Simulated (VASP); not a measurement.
Consider the following.

```xyz
2
Lattice="1.6439 -2.8474 0.0000 1.6439 2.8474 0.0000 0.0000 0.0000 5.0974" Properties=species:S:1:pos:R:3 pbc="T T T"
Sc     1.6439     0.9491     1.2744
Sc     1.6439    -0.9491     3.8231
```

Level of theory: optB86b-vdW, VASP's PBE PAW potentials (set 64) (plane waves; VASP 6.6.1). Numerical set-up: 520 eV cut-off, Gaussian smearing of 0.050 eV, potentials Sc_sv.

Task: What does the run give for the band gap (along the path) with the smallest direct gap where there is one?

Result: 
band gap (along the path): none (metal, semimetal or under 0.01 eV)

The compound is Sc in the hcp structure. It was relaxed first.
